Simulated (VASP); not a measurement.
Input:

```
CELL_PARAMETERS angstrom
      1.57613    -2.72993     0.00000
      1.57613     2.72993     0.00000
      0.00000     0.00000     3.35728
ATOMIC_POSITIONS crystal
  Ti 0.00000 0.00000 0.00000
  B  0.33333 0.66667 0.50000
  B  0.66667 0.33333 0.50000
```

Calculation: PBE GGA, VASP's PBE PAW potentials (set 64) (plane waves; VASP). Run with 600 eV cut-off, 10×10×10 Γ-centred mesh, first-order Methfessel-Paxton smearing of 0.10 eV, potentials Ti_sv B.

Question: Give the stress tensor in GPa (positive for a compressed cell).

Answer: 
```
-25.59    0.00    0.00
  0.00  -25.59    0.00
  0.00    0.00  -20.28
```
The pressure is its mean diagonal, -23.82 GPa.

The compound is TiB2 in the AlB2 type structure. This cell was strained or had an atom moved on purpose.
